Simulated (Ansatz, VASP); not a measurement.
**One calculation of BiP, two programs**

The input INCAR:

```
PREC = Accurate ; ENCUT = 600
EDIFF = 1E-6 ; ISMEAR = -1
SIGMA = 0.05 ; LREAL = F
LASPH = T ; NELM = 60
ALGO = Normal ; ISIF = 3
LWAVE = F ; LCHARG = F
GGA = PE ; IBRION = 2
NSW = 100 ; EDIFFG = -0.005
```

Contents of KPOINTS:

```
regular mesh
0
Gamma
  9 9 9
```

File POSCAR:

```
BiP
1.0
    0.0000000000      3.0618386693      3.0618386693
    3.0618386693      0.0000000000      3.0618386693
    3.0618386693      3.0618386693      0.0000000000
Bi P
1 1
Direct
    0.0000000000      0.0000000000      0.0000000000
    0.2500000000      0.2500000000      0.2500000000
```

Input for Ansatz:

```yaml
crystal:
  lattice:
    - [0.0, 3.0618386693, 3.0618386693]
    - [3.0618386693, 0.0, 3.0618386693]
    - [3.0618386693, 3.0618386693, 0.0]
  atoms:
    - { symbol: Bi, position: [0.0, 0.0, 0.0] }
    - { symbol: P, position: [0.25, 0.25, 0.25] }
kpoints:
  mp_grid: { grid: [9, 9, 9] }
scf:
  occupations: { method: fermi_dirac, width: 0.05 }
hamiltonian:
  xc: pbe
  pseudopotentials: { kind: paw }
output:
  forces: true
  stress: true
relax:
  f_tol: 0.005
  max_steps: 80
  cell: {}
```

Alike in both runs: task relaxation of cell and atoms; functional PBE; k mesh 9 × 9 × 9; occupations fermi-dirac, width 0.05 eV; no spin polarisation.

|  | VASP | Ansatz |
| --- | --- | --- |
| version | VASP 6.6.1 | Ansatz 0.2.0 |
| potentials or method | VASP PAW PBE potentials, release 64 (Bi_d, P) | PAW with Ansatz's default frozen-core files, scalar-relativistic |
| plane-wave cutoff (eV) | 600 | 420 |
| valence electrons in the cell | 20 | 20 |

```tsv
	VASP	Ansatz	Ansatz less VASP
relaxed volume (Å³/atom)	34.38	34.39	+0.009
relaxed cell length with the largest relative difference (Å)	4.599	4.599	+0.0004
energy change over the relaxation (meV/atom)	-169	-171	-1.4
```

Caveats: the volume moved by over 15 % at a fixed basis, so the end points are rough (VASP).
